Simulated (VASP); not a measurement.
All values below come from rev-vdW-DF2, VASP's PBE PAW potentials (set 64) (plane waves; VASP).

The input files of a VASP run:

**INCAR**
```
SYSTEM = K
PREC = Accurate
ENCUT = 520
EDIFF = 1E-7
NELM = 100
ALGO = Normal
LREAL = .FALSE.
LASPH = .TRUE.
ISMEAR = 1
SIGMA = 0.1
GGA = MK
PARAM1 = 0.1234568
PARAM2 = 0.7114
ZAB_VDW = -1.8867
LUSE_VDW = .TRUE.
AGGAC = 0.0
LWAVE = .FALSE.
LCHARG = .FALSE.
ISIF = 2
```

### KPOINTS
```
Automatic
0
gamma
 10 10 10
```

File POSCAR:
```
K
1
   -2.5989556910     2.5989556910     2.5989556910
    2.5989556910    -2.5989556910     2.5989556910
    2.5989556910     2.5989556910    -2.5989556910
K
1
Direct
  0.0000000000   0.0000000000   0.0000000000
```

POTCAR, in this order: K_sv (PBE.64 set). Program: vasp_std.

Q: What does the run give for the energy per atom (σ→0), band gap (on the k-mesh)?

A: 
| Quantity | Result |
|---|---|
| energy per atom (σ→0) | 0.941 eV/atom |
| band gap (on the k-mesh) | none (metal, semimetal or under 0.01 eV) |

### OSZICAR
```
...
DAV:   7     0.940670809806E+00   -0.35795E-03   -0.43676E-03  1144   0.450E-01    0.642E-02
DAV:   8     0.940569092672E+00   -0.10172E-03   -0.24069E-04  1160   0.184E-01    0.218E-02
DAV:   9     0.940518205769E+00   -0.50887E-04   -0.69273E-05   968   0.502E-02    0.150E-02
DAV:  10     0.940516522200E+00   -0.16836E-05   -0.99646E-06  1296   0.251E-02    0.271E-03
DAV:  11     0.940516277222E+00   -0.24498E-06   -0.49817E-07  1072   0.489E-03    0.150E-03
DAV:  12     0.940516378839E+00    0.10162E-06   -0.15666E-07  1208   0.231E-03    0.338E-04
DAV:  13     0.940516346347E+00   -0.32492E-07   -0.28481E-09   656   0.409E-04
   1 F= 0.94051635E+00 E0= 0.94085787E+00  d E =-.102456E-02
```

The compound is K in the bcc structure. It was relaxed first.
